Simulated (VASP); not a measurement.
OSZICAR of a VASP run on HfB$_{2}$ (AlB2 type):

OSZICAR:
```
       N       E                     dE             d eps       ncg     rms          rms(c)
DAV:   1     0.255365436857E+02    0.25537E+02   -0.82973E+03   240   0.126E+03
DAV:   2    -0.269931723715E+02   -0.52530E+02   -0.49490E+02   276   0.229E+02
DAV:   3    -0.286192324181E+02   -0.16261E+01   -0.16170E+01   300   0.318E+01
DAV:   4    -0.286328137514E+02   -0.13581E-01   -0.13570E-01   312   0.317E+00
DAV:   5    -0.286329754622E+02   -0.16171E-03   -0.16168E-03   308   0.267E-01    0.475E+01
DAV:   6    -0.264047365656E+02    0.22282E+01   -0.54058E+00   276   0.146E+01    0.353E+01
DAV:   7    -0.263447763881E+02    0.59960E-01   -0.13712E+00   304   0.800E+00    0.119E+01
DAV:   8    -0.263002340147E+02    0.44542E-01   -0.33126E-01   280   0.388E+00    0.155E+00
DAV:   9    -0.262978799102E+02    0.23541E-02   -0.21463E-02   296   0.109E+00    0.265E-01
DAV:  10    -0.262978506502E+02    0.29260E-04   -0.78162E-04   300   0.210E-01    0.266E-01
DAV:  11    -0.262978540087E+02   -0.33585E-05   -0.10861E-04   288   0.788E-02    0.134E-01
DAV:  12    -0.262978489960E+02    0.50127E-05   -0.22325E-05   280   0.357E-02    0.263E-02
DAV:  13    -0.262978490056E+02   -0.96675E-08   -0.11039E-06   200   0.927E-03
   1 F= -.26297849E+02 E0= -.26297272E+02  d E =-.173089E-02
```

### Question
Which electronic solver shows in the log?

### Answer
It is blocked Davidson (ALGO = Normal, or the opening steps of other solvers). The INCAR had ALGO = Normal.

### Question
Can the final energy be trusted as converged?

### Answer
The calculation finished and met its thresholds. It stopped with EDIFF = 1E-6, NELM = 100 (PBE GGA, plane waves, VASP's PBE PAW potentials (set 64)).

The compound is HfB2 in the AlB2 type structure. The cell was not relaxed at this level. The run is one of a series of settings (KGAMMA = .FALSE., KSPACING = 0.5, KPOINTS file removed against the base run), some of them coarse on purpose.
